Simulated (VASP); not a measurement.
Data:

```
CELL_PARAMETERS angstrom
     -1.57064     1.57064     1.57064
      1.57064    -1.57064     1.57064
      1.57064     1.57064    -1.57064
ATOMIC_POSITIONS crystal
  W  0.00000 0.00000 0.00000
```

Calculation: r2SCAN meta-GGA, VASP's PBE PAW potentials (set 64) (plane waves; VASP). Settings: 500 eV cut-off, 16×16×16 Γ-centred mesh, first-order Methfessel-Paxton smearing of 0.10 eV, potentials W_sv.

Energy and stress use the plane-wave basis of the starting cell.

**Question.** The ions, cell shape and volume at an external pressure of 20.0 GPa are relaxed. Give the cell that the relaxation ends in.

**Answer.** 
```
CELL_PARAMETERS angstrom
     -1.55666     1.55666     1.55666
      1.55666    -1.55666     1.55666
      1.55666     1.55666    -1.55666
ATOMIC_POSITIONS crystal
  W  0.00000 0.00000 0.00000
```
Space group Im-3m (229), at a tolerance of 0.03 Å.

**Question.** How do energy and volume change from the first to the last step?

**Answer.** The energy (σ→0) changes by +37.7 meV/atom and the volume by -2.6 %, in 4 ionic steps.

The compound is W in the bcc structure. This run relaxes it under an external pressure of 20 GPa. Symmetry was kept, so distortions that lower it aren't found.
